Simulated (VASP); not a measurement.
Data:

```
NbP
1.0
    3.10747     0.00000     0.00000
    0.00000     3.10747     0.00000
    0.00000     0.00000     3.10747
Nb P
1 1
Direct
  0.00000   0.00000   0.00000
  0.50000   0.50000   0.50000
```

Method: PBE GGA, VASP's PBE PAW potentials (set 64) (plane waves; VASP). Run with 400 eV cut-off, Gaussian smearing of 0.050 eV, potentials Nb_sv P.

**Question.** Give the energies of bands 6 to 12 at the high-symmetry points, in eV from the Fermi level.

**Answer.** 
```csv
band,Γ,X,M,R
6,-3.32,-7.62,-4.58,-6.59
7,-3.32,-2.48,-4.58,-6.59
8,0.04,-2.48,-2.76,-6.59
9,0.04,-2.12,-0.26,3.55
10,0.04,2.31,-0.26,3.55
11,1.79,3.51,1.61,3.55
12,1.79,4.85,2.43,3.94
```

It has no gap at this level: it comes out as a metal or semimetal.

The structure was generated: NbP was put into the CsCl type type (Pm-3m), which need not be its known phase. It was relaxed first, which changed the volume by -31 %.
